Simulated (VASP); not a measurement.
BaAl₄ (sg139): the formation energy from VASP (plane waves, PAW) at several levels of theory. The references are the elements' solids at the same level; no temperature or zero-point terms are added.

```
level   formation energy (eV/atom)
------  --------------------------
LDA                         -0.258
PBEsol                      -0.230
```

The cell of the LDA run:

```yaml
crystal:
  lattice:
    - [-2.24515, 2.24515, 5.56823]
    - [2.24515, -2.24515, 5.56823]
    - [2.24515, 2.24515, -5.56823]
  atoms:
    - { symbol: Ba, position: [0.00000, 0.00000, 0.00000] }
    - { symbol: Al, position: [0.75000, 0.25000, 0.50000] }
    - { symbol: Al, position: [0.25000, 0.75000, 0.50000] }
    - { symbol: Al, position: [0.38147, 0.38147, 0.00000] }
    - { symbol: Al, position: [0.61853, 0.61853, 0.00000] }
```

Only levels that ran to the end are used. Left out are those held back, those with too coarse a band path, GW runs whose mesh misses a band edge, hybrids' fits of cells that aren't cubic and levels without matching references; a question may draw on a part of the rest.
